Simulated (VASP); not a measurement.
Set up this calculation in VASP 6.6.1, as the native input.

```yaml
Task: single point
Functional: PBE
Potentials_or_basis: VASP PAW PBE potentials, release 64 (Ag, C, P, O)
Cutoff: 520 eV
k_mesh: 10 × 10 × 10
Occupations: gaussian, width 0.1 eV
Spin: no spin polarisation
Dipole_correction: no
Further_INCAR_settings: ALGO = Fast; EDIFF = 1e-06; NBANDS = 21
```

The structure of AgPCO lies in POSCAR:

```
AgPCO
1.0
    2.8582175910     -3.0773407103      0.0000000000
    2.8582175910      3.0773407103      0.0000000000
    0.0000000000      0.0000000000      4.1781235725
Ag C P O
1 1 1 1
Direct
    0.0000000000      0.0000000000      0.0000000000
    0.5000000000      0.5000000000      0.0000000000
    0.0000000000      0.0000000000      0.5000000000
    0.5000000000      0.5000000000      0.5000000000
```

The cell comes from a database or a generator and needn't be the stable form of this composition.

The cell isn't the ideal one: N replaced by P, lengths x 1.060, strained and moved within the space group.

One way to write it, as run:

INCAR

```
SYSTEM = AgPCO
ALGO = Fast
EDIFF = 1E-6
ENCUT = 520
GGA = PE
ISIF = 2
ISMEAR = 0
LASPH = .True.
LCHARG = .False.
LREAL = .False.
LWAVE = .False.
NBANDS = 21
NELM = 100
PREC = Accurate
SIGMA = 0.1
```

KPOINTS

```
k-points
0
Gamma
  10 10 10
  0 0 0
```

Potentials or basis: VASP PAW PBE potentials, release 64 (Ag, C, P, O).

Command:

```console
$ cat potpaw_PBE.64/Ag/POTCAR potpaw_PBE.64/C/POTCAR potpaw_PBE.64/P/POTCAR potpaw_PBE.64/O/POTCAR > POTCAR
$ mpirun -np 1 vasp_std > vasp.out
```

It gave:

```json
{"Pressure": "-0.9 GPa", "Band gap on the k mesh": "none (metal or under the smearing width)"}
```

It took 84 s on 1 thread of Intel(R) Xeon(R) 6975P-C (Granite Rapids) (shared host), peak memory 0.41 GiB.
